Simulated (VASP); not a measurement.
Si: Born charges and dielectric tensor with PBE

Crystal: Si.

```xyz
2
Lattice="0.0000 2.7337 2.7337 2.7337 0.0000 2.7337 2.7337 2.7337 0.0000" Properties=species:S:1:pos:R:3 pbc="T T T"
Si    4.1006    4.1006    4.1006
Si    2.7337    2.7337    2.7337
```

* Program: VASP 6.6.1
* Task: Born charges and dielectric tensor
* Functional: PBE
* Potentials or basis: VASP PAW PBE potentials, release 64 (Si)
* Cutoff: 350 eV
* k mesh: 10 × 10 × 10
* Occupations: gaussian, width 0.02 eV
* Spin: no spin polarisation
* Further INCAR settings: ALGO = Normal; EDIFF = 1e-08; IBRION = 8; NSW = 1

The band gap on the k mesh is 0.62 eV, indirect (least direct gap 2.56 eV) and the electronic dielectric tensor (diagonal) is 13.37. The born charges (mean of the diagonal) is Si +0.00 e and the highest phonon frequency at Γ is 503 cm⁻¹.

Levels at points of the mesh, in eV from the valence-band top:
```csv
k point,band 1,band 2,band 3,band 4,band 5,band 6,band 7,band 8
"(0.00, 0.00, 0.00)",-11.82,0.00,0.00,0.00,2.56,2.56,2.56,3.14
"(0.50, 0.00, 0.00)",-9.54,-6.87,-1.18,-1.18,1.47,3.35,3.35,7.70
"(0.50, 0.50, 0.00)",-7.75,-7.75,-2.80,-2.80,0.75,0.75,9.94,9.94
```

Phonon frequencies in cm⁻¹ (negative: imaginary):
```
              q point        frequencies
(0.000, 0.000, 0.000)  0 0 0 503 503 503
```

Electronic dielectric tensor:
```
13.37  0.00  0.00
 0.00 13.37  0.00
 0.00  0.00 13.37
```

Born effective charge tensors (e):
atom 1, Si
```
0.00 0.00 0.00
0.00 0.00 0.00
0.00 0.00 0.00
```
atom 2, Si
```
0.00 0.00 0.00
0.00 0.00 0.00
0.00 0.00 0.00
```

It took 87 s on 1 thread of Intel(R) Xeon(R) Platinum 8259CL CPU @ 2.50GHz (Skylake/Cascade Lake), with other jobs on the host, peak memory 0.21 GiB.

Caveat: the gap is small at this level, which inflates the dielectric constant. A k mesh can miss the band edges.
